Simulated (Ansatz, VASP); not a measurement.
## Cross-check of Ti2COF (Ti2COF MXene monolayer) between VASP and Ansatz

One calculation is typed for both programs; each brings its own data sets. How far apart do they land? The structure shown is the start of the Ansatz relaxation below; VASP solves that cell, so the two are compared at the walk's first step.

Program: Ansatz 0.2.0. Level of theory: plane waves, with VASP 6.6.1 beside it; single point at PBE. Results are calculated unless marked as measured.

## Step 1: The structure

The cell holds 5 atoms: 1 F, 2 Ti, 1 C and 1 O. Cell: a = 3.100 Å, b = 3.100 Å, c = 32.719 Å, α = 90.0°, β = 90.0°, γ = 120.0°. Vacuum lies along c. The height across the vacuum is the one that the program set for its solve, not the one typed.

## Step 2: Ansatz: relaxation, PBE

Ansatz runs on its default PAW (the set named soft_2) files.

The two programs are compared at the cell with which this relaxation starts, whose forces are those of its first step.

The input, input.yaml:

```yaml
crystal:
  lattice:
    - [3.10024, 0.0, 0.0]
    - [-1.55012, 2.6848865978, 0.0]
    - [0.0, 0.0, 18.4592805664]
  atoms:
    - { symbol: F, position: [0.3333333333, 0.6666666667, 0.3792130454] }
    - { symbol: Ti, position: [0.6666666667, 0.3333333333, 0.4287533481], spin: 1.0 }
    - { symbol: C, position: [0.0, 0.0, 0.4950220255] }
    - { symbol: Ti, position: [0.3333333333, 0.6666666667, 0.5612907027], spin: 1.0 }
    - { symbol: O, position: [0.6666666667, 0.3333333333, 0.6207869546] }
  periodic: [true, true, false]
magnetization:
  spin_polarized: true
kpoints:
  mp_grid: { grid: [12, 12, 1] }
hamiltonian:
  xc: pbe
scf:
  occupations: { method: fermi_dirac, width: 0.05 }
relax:
  f_tol: 0.01
  max_steps: 90
  cell: {}
```

Run with:

```console
> ansatz run input.yaml --threads 4 --pin off --max-ram 8192MiB --backend cpu --events-out ev --progress --plain --runs-dir out
```

Numbers of over 12 decimals in the logs are rounded to 6 here.

The program printed:

```text
Warning: crystal.periodic: the lattice vector that does not repeat stood 0.000° off the slab's normal, 18.459 Å along it as the deck builds it. The run solves the slab on a vector along the normal, 32.719 Å long, with every atom where it was (on the deck's vector they left 14.00 Å outside them, and the widest stretch free of ions among them is 1.22 Å). A fractional position that the run reports is one of the run's ce [...]
crystal.periodic: the lattice vector that does not repeat stood 0.000° off the slab's normal, 18.459 Å along it as the deck builds it. The run solves the slab on a vector along the normal, 32.719 Å long, with every atom where it was (on the deck's vector they left 14.00 Å outside them, and the widest stretch free of ions among them is 1.22 Å). A fractional position that the run reports is one of the run's cell, which [...]
Engine: ansatz 0.2.0, x86_64-unknown-linux-gnu
Pseudopotentials: kind: paw
Pseudopotential: F, paw, valence charge 7, recommended cutoff 420 eV (normal), F.paw.azcp
Pseudopotential: Ti, paw, valence charge 12, recommended cutoff 420 eV (normal), Ti.paw.azcp
Pseudopotential: C, paw, valence charge 4, recommended cutoff 420 eV (normal), C.paw.azcp
Pseudopotential: O, paw, valence charge 6, recommended cutoff 420 eV (normal), O.paw.azcp
Functional definition: PBE
  parameter kappa = 0.804
  parameter beta = 0.066725
  exchange = pbe_x(kappa = kappa, mu = beta*pi^2/3)
  correlation = pbe_c(beta = beta)
Crystal: 5 atoms, lattice volume = 272.343 Å³
Basis set: ecut = 420 eV, 5281 PW (Γ), exchange–correlation on 48×48×450 points (8 copies of the dense FFT grid, shifted against one another)
Bands: 27, of which v1, the nominal top of the filled ones, is band 21 counted from 1 (20 counted from 0)
Symmetry: 6 space group operations
Space group: P3m1 (ITA 156), of the structure as read, at distance tolerance 6.5e-5 Å
Magnetic group: BNS 156.49 (UNI 1279), of the structure as read, at distance tolerance 6.5e-5 Å
k-points: 19 of 144 (time reversal used)
Non-local potential: F, projectors of the file, l = 0: 2, l = 1: 2, l = 2: 1
Non-local potential: Ti, projectors of the file, l = 0: 3, l = 1: 2, l = 2: 3, l = 3: 1
Non-local potential: C, projectors of the file, l = 0: 2, l = 1: 2, l = 2: 1
Non-local potential: O, projectors of the file, l = 0: 2, l = 1: 2, l = 2: 1
PAW form: soft (Blöchl's): semilocal exchange-correlation on the pseudo side does not see the compensation charge
PAW one-centre angular grid: F, 110 points (default); XC on 64 Gauss nodes
PAW one-centre angular grid: Ti, 590 points (default); XC on 64 Gauss nodes
[...]
Crystal: 5 atoms, lattice volume = 259.949 Å³
iter 1 solved again at ethr=5.20e-8 eV; its pass at ethr=3.10e-3 eV (dr2=2.13e-5 eV) is discarded
SCF iter   1: F=—  HF=-6631.295097 eV  |F-HF|=—  |Δ(HF+E_count)|=         —  Δρ=3.99e-5 (↑3.99e-5 ↓3.98e-5)  dr2=2.11e-5  dr2_m=2.22e-7  M=0.001 μB ∫|m|=0.001 μB  β_m=0.65  ethr=5.20e-8  ⟨swp⟩=3.0  Hψ=8176  notcnv=0
preconditioner: auto → LDOS  [metal: Δε(μ)=0.158 eV  Ē_g=8.299 eV  σ=0.050 eV  W_gap=0.46  n_scr=18 (ndim 8)  ℏωp=11.0 eV  f_vac=0.774  D(μ)=2.97/eV (n_scr^D=14)]
spin=Collinear: LDOS preconditioning applied to the charge; magnetization (m = ρ↑ − ρ↓) channel mixes plain (no charge-response kernel on spin).
SCF iter   2: F=—  HF=-6631.295085 eV  |F-HF|=—  |Δ(HF+E_count)|=   1.25e-5  Δρ=1.32e-5 (↑1.32e-5 ↓1.07e-5)  dr2=1.69e-6  dr2_m=5.79e-8  M=0.001 μB ∫|m|=0.001 μB  β_m=0.48  ethr=5.16e-8  ⟨swp⟩=2.2  Hψ=1457  notcnv=0
SCF iter   3: F=—  HF=-6631.295086 eV  |F-HF|=—  |Δ(HF+E_count)|=   8.79e-7  Δρ=8.56e-6 (↑8.56e-6 ↓5.48e-6)  dr2=4.25e-7  dr2_m=3.27e-8  M=0.000 μB ∫|m|=0.000 μB  β_m=0.60  ethr=4.12e-9  ⟨swp⟩=2.7  Hψ=1762  notcnv=0
SCF iter   4: F=—  HF=-6631.295086 eV  |F-HF|=—  |Δ(HF+E_count)|=   5.77e-7  Δρ=2.76e-6 (↑2.66e-6 ↓2.76e-6)  dr2=2.66e-8  dr2_m=1.27e-8  M=0.000 μB ∫|m|=0.000 μB  β_m=0.70  ethr=1.04e-9  ⟨swp⟩=3.3  Hψ=1950  notcnv=0
iter 5 did not close the SCF: its close was put off for a magnetic moment that had not settled (scf_convergence_deferred on its scf_iter line)
SCF iter   5: F=-6631.295086 eV  HF=-6631.295086 eV  |F-HF|=2.74e-8  |Δ(HF+E_count)|=   2.18e-7  Δρ=1.02e-6 (↑1.02e-6 ↓7.78e-7)  dr2=2.48e-9  dr2_m=1.40e-9  M=0.000 μB ∫|m|=0.000 μB  β_m=0.85  ethr=4.98e-11  ⟨swp⟩=3.9  Hψ=5007  notcnv=0
iter 6 did not close the SCF: its close was put off for a magnetic moment that had not settled (scf_convergence_deferred on its scf_iter line)
SCF iter   6: F=-6631.295086 eV  HF=-6631.295086 eV  |F-HF|=5.36e-9  |Δ(HF+E_count)|=   2.49e-8  Δρ=4.29e-7 (↑4.29e-7 ↓4.00e-7)  dr2=7.92e-10  dr2_m=1.84e-10  M=0.000 μB ∫|m|=0.000 μB  β_m=0.86  ethr=6.04e-12  ⟨swp⟩=3.2  Hψ=4077  notcnv=0
SCF iter   7: F=-6631.295086 eV  HF=-6631.295086 eV  |F-HF|=6.21e-10  |Δ(HF+E_count)|=   5.16e-9  Δρ=1.74e-7 (↑1.74e-7 ↓1.42e-7)  dr2=1.20e-10  dr2_m=2.66e-11  M=0.000 μB ∫|m|=0.000 μB  ethr=1.93e-12  ⟨swp⟩=2.4  Hψ=3520  notcnv=0
the starting moments were not kept: the SCF closed with an absolute magnetisation of 2.4e-5 μB, where they sum to 2 μB in size (2 sites). That is at most 0.1 of that sum. Measured as dr2_m measures the in/out step, that magnetisation stands 1.5e-10 eV from none, at or under the dr2_threshold of 2.0e-8 eV: it is no larger than a step whose dr2_m would equal this threshold.
SCF 8 converged in 7 iterations: F = -6631.295086 eV  dr2 = 1.20e-10
relax step   8: F+E_penalty+E_count = -6631.29508636 eV  Δ(F+E_penalty+E_count) = -1.502e-4 eV  max|allowed force component| = 5.394e-3 eV/Å  Δτ_max = 0.0006 Å  P = -0.025 N/m  Ω = 259.949 Å³  energy of the carried Pulay correction = +1.244e-4 eV  fix = [c, alpha, beta]  reactions: c -0.000 N/m  (7 SCF iters, dr2 threshold 2.04e-8 eV, accepted)
iter 1 solved again at ethr=1.10e-7 eV; its pass at ethr=3.10e-3 eV (dr2=4.51e-5 eV) is discarded
SCF iter   1: F=—  HF=-6631.294982 eV  |F-HF|=—  |Δ(HF+E_count)|=         —  Δρ=1.44e-6 (↑1.44e-6 ↓1.41e-6)  dr2=3.40e-9  dr2_m=6.38e-11  M=0.000 μB ∫|m|=0.000 μB  β_m=0.65  ethr=1.10e-7  ⟨swp⟩=7.1  Hψ=12296  notcnv=0
eigensolver tolerance schedule: the retry pair's looser diagonalisation over-reported the residual by 13296.77 of it (diagonalisation noise at 0.90 of the residual, at the tolerance the schedule requests for it); recorded, not acted on — ethr = c·dr2/N_el stays at c = 1.0e-1
preconditioner: auto → LDOS  [metal: Δε(μ)=0.159 eV  Ē_g=8.297 eV  σ=0.050 eV  W_gap=0.47  n_scr=18 (ndim 8)  ℏωp=11.0 eV  f_vac=0.774  D(μ)=2.97/eV (n_scr^D=14)]
spin=Collinear: LDOS preconditioning applied to the charge; magnetization (m = ρ↑ − ρ↓) channel mixes plain (no charge-response kernel on spin).
SCF iter   2: F=—  HF=-6631.294965 eV  |F-HF|=—  |Δ(HF+E_count)|=   1.76e-5  Δρ=5.12e-7 (↑4.83e-7 ↓5.12e-7)  dr2=8.92e-10  dr2_m=2.96e-11  M=0.000 μB ∫|m|=0.000 μB  β_m=0.49  ethr=8.28e-12  ⟨swp⟩=6.1  Hψ=3978  notcnv=0
SCF iter   3: F=—  HF=-6631.294965 eV  |F-HF|=—  |Δ(HF+E_count)|=  3.06e-10  Δρ=2.66e-7 (↑2.45e-7 ↓2.66e-7)  dr2=1.34e-10  dr2_m=1.91e-11  M=0.000 μB ∫|m|=0.000 μB  β_m=0.67  ethr=2.18e-12  ⟨swp⟩=3.4  Hψ=1877  notcnv=0
SCF iter   4: F=—  HF=-6631.294965 eV  |F-HF|=—  |Δ(HF+E_count)|=  2.07e-10  Δρ=4.75e-8 (↑4.75e-8 ↓4.51e-8)  dr2=3.04e-12  dr2_m=3.66e-12  M=0.000 μB ∫|m|=0.000 μB  β_m=0.75  ethr=1.00e-12  ⟨swp⟩=2.4  Hψ=1502  notcnv=0
SCF iter   5: F=-6631.294965 eV  HF=-6631.294965 eV  |F-HF|=8.82e-11  |Δ(HF+E_count)|=  2.64e-11  Δρ=2.22e-8 (↑2.22e-8 ↓1.97e-8)  dr2=1.67e-12  dr2_m=9.08e-13  M=0.000 μB ∫|m|=0.000 μB  ethr=1.00e-12  ⟨swp⟩=8.0  Hψ=6104  notcnv=0
the starting moments were not kept: the SCF closed with an absolute magnetisation of 5.0e-6 μB, where they sum to 2 μB in size (2 sites). That is at most 0.1 of that sum. Measured as dr2_m measures the in/out step, that magnetisation stands 6.4e-12 eV from none, at or under the dr2_threshold of 2.4e-11 eV: it is no larger than a step whose dr2_m would equal this threshold.
SCF 9 converged in 5 iterations: F = -6631.294965 eV  dr2 = 1.67e-12
relax step   9: F+E_penalty+E_count = -6631.29496483 eV  Δ(F+E_penalty+E_count) = +1.215e-4 eV  max|allowed force component| = 5.403e-3 eV/Å  Δτ_max = 0.0000 Å  P = -0.027 N/m  Ω = 259.949 Å³  fix = [c, alpha, beta]  reactions: c -0.000 N/m  stress off target by 2.69e-2 N/m on what of the cell is left free  SCF on the basis re-selected at this cell (its energy is not comparable with the rows above)  (5 SCF iters)
basis re-selected at this cell: Δ(F+E_penalty+E_count) = +1.215e-4 eV, ΔP = -0.002 N/m vs the last step (what re-selecting the basis moved, of the pressure what is left beyond the Pulay correction that the steps carried, after the strain that the cell walked since its last selection, with what the two solves' SCF thresholds leave and, on support functions, any second-order correction that the steps lacked; it is no m [...]
SCF converged after 5 iterations
Magnetization: 0.0000 μB (20.5000 up, 20.5000 down)
Absolute magnetization: 0.0000 μB (∫|ρ↑−ρ↓|, with the PAW one-centre terms)
Spin contamination: 0.0000 ħ² per cell (⟨S²⟩ above its minimum at these occupations)
Per-site moments (μB) at R_I (Å): [(9.7654022020714e-8, 0.887837), (2.2780594222929144e-6, 0.860700), (-2.99167745884524e-7, 0.860700), (5.997291044273081e-7, 0.816951), (2.0408958491324093e-7, 0.816951)]
Free energy (F): -6631.294965 eV
Harris-Foulkes:  -6631.294965 eV  (|F-HF|=8.82e-11)
Internal energy: -6631.271926 eV  (E = F + TS)
E sigma→0 (E₀):  -6631.283445 eV
Entropy (-TS):   -0.023039 eV (-4.608 meV/atom)
Fermi energy:    -5.292230 eV
--- Per-component energies (eV) ---
  E_band       = -1055.367015
  E_kinetic    = 1017.018499
  E_local      = -122079.848222  (includes V_loc(G=0)·N_el)
  E_nonlocal   = 159.050067
  E_hartree    = 60398.694173
  E_xc         = -399.218425
  E_vxc        = -503.441308  (∫ρ·V_xc dr)
  E_paw        = -2549.972718  (= ΣΔE_a)
  E_vpaw       = -445.539227  (= ΣTr[D̂ρ^β])
  E_aug_tail   = 0.004756  (compensation charges beyond the density's cutoff)
  E_ewald      = 56822.999944
  E_smearing   = -0.023039  (= −TS)
  E_closure    = -0.000000  (closes the sum)
  Σ components = -6631.294965   (vs F -6631.294965, Δ=0.00e0)
--- Forces (eV/Å), atoms counted from 1 ---
  atom   1  F      0.00000000     0.00000000     0.00167633
  atom   2  Ti    -0.00000000    -0.00000000    -0.00540283
  atom   3  C      0.00000000     0.00000000     0.00166076
  atom   4  Ti     0.00000000    -0.00000000     0.00492663
  atom   5  O      0.00000000    -0.00000000    -0.00286010
  max |Σ_I F_I| component: 8.03e-7 eV/Å
--- 2D stress c σ (N/m, compression-positive) ---
       -0.026901       0.000000       0.000000
       -0.000000      -0.026901       0.000000
        0.000000       0.000000      -0.000000
  P = ½ c Tr σ = -0.0269 N/m
--- Relaxed structure (7 steps of the walk, 7 accepted, 2 SCFs on fresh bases) ---
  F+E_penalty+E_count = -6631.29496483 eV   max|allowed force component| = 5.403e-3 eV/Å   (the final SCF, on the basis selected at the relaxed cell)
  cell:  # Å, volume = 259.9493 Å³
    - [3.028879, 0, 0]
    - [-1.514439, 2.623086, 0]
    - [0, 0, 32.718561]
  atoms:
    - { symbol: F, position: [0.333333, 0.666667, 0.206804] }
    - { symbol: Ti, position: [0.666667, 0.333333, 0.245155] }
    - { symbol: C, position: [-7.457425433453445e-19, 2.9829701733556314e-19, 0.279945] }
    - { symbol: Ti, position: [0.333333, 0.666667, 0.320857] }
    - { symbol: O, position: [0.666667, 0.333333, 0.349272] }
```

(Continued in part 2 of 2.)

[Lines on the potential files, build, host, timing and source positions are cut from VASP's logs without a mark.]

[Logs are printed without paths, hosts, clocks, repeated set-up lines and the standing remarks that a program may print on its own settings, such as how far it seeks lower states.]

[Hosts, paths, dates, database ids (printed as entryN), source tags and the programs' standing remarks are cut or masked in the printed files.]
